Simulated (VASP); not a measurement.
An input for Ansatz (written as the equivalent of a VASP run, and not itself run):

Ansatz 0.2 input:
```yaml
crystal:
  lattice:
    - [1.8745279, -3.2467778, 0.0000000]
    - [1.8745279, 3.2467778, 0.0000000]
    - [0.0000000, 0.0000000, 12.1573325]
  atoms:
    - { symbol: La, position: [1.0000000, 1.0000000, 0.5000000] }
    - { symbol: La, position: [1.0000000, 1.0000000, 0.0000000] }
    - { symbol: La, position: [0.3333330, 0.6666670, 0.2500000] }
    - { symbol: La, position: [0.6666670, 0.3333330, 0.7500000] }
kpoints:
  mp_grid: { grid: [9, 9, 3] }
hamiltonian:
  xc: pbe
  pseudopotentials: { kind: paw }
scf:
  occupations: { method: methfessel_paxton, width: 0.1 }
  max_iter: 100
relax:
  max_steps: 60
  f_tol: 0.02
  cell: {}
output: { forces: true, stress: true, eigenvalues: true }
```

Problem. Write the VASP files for the same calculation (PBE).

Solution. One answer among several that fit: 
POSCAR:
```
La
1
    1.8745278907    -3.2467777708    -0.0000000000
    1.8745278907     3.2467777708     0.0000000000
    0.0000000000    -0.0000000000    12.1573324811
La
4
Direct
  1.0000000000   1.0000000000   0.5000000000
  1.0000000000   1.0000000000   0.0000000000
  0.3333330000   0.6666670000   0.2500000000
  0.6666670000   0.3333330000   0.7500000000
```

File KPOINTS:
```
Automatic mesh
0
Gamma
9 9 3
0 0 0
```

**INCAR**
```
SYSTEM = La
PREC = Accurate; ENCUT = 480; LREAL = F
LASPH = T
EDIFF = 1E-6; NELM = 100; ALGO = Normal
LMAXMIX = 6
ISMEAR = 1; SIGMA = 0.1
GGA = PE
IBRION = 2; NSW = 60; ISIF = 3
EDIFFG = -0.02
LWAVE = F; LCHARG = F
```

POTCAR, in this order: La (PBE.64 set). Program: vasp_std.

What does not carry over: each code has its own PAW files, so the cut-off isn't converted (ENCUT is set for VASP's; basis.ecutwfc is left out, and Ansatz then takes the one that its files recommend); Ansatz stops its SCF on the density residual and VASP on the energy change (EDIFF).

The compound is La in the dhcp structure. This run relaxes it. Symmetry was kept, so distortions that lower it aren't found. The start is the result of an earlier pass.
